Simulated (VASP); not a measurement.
Given:

```
CELL_PARAMETERS angstrom
      0.00000     3.52241     3.52241
      3.52241     0.00000     3.52241
      3.52241     3.52241     0.00000
ATOMIC_POSITIONS crystal
  Ba 0.00000 0.00000 0.00000
  Te 0.50000 0.50000 0.50000
```

Computed with optB88-vdW, VASP's PBE PAW potentials (set 64) (plane waves; VASP). Settings: 520 eV cut-off, 7×7×7 Γ-centred mesh, tetrahedra with Blöchl corrections, potentials Ba_sv Te.

What does the run give for the energy per atom (σ→0)?

| Item | Value |
|---|---|
| energy per atom (σ→0) | -2.352 eV/atom |

Total energies compare only between runs with the same potentials, cut-off and functional.

The compound is BaTe in the rock salt structure. It was relaxed first.
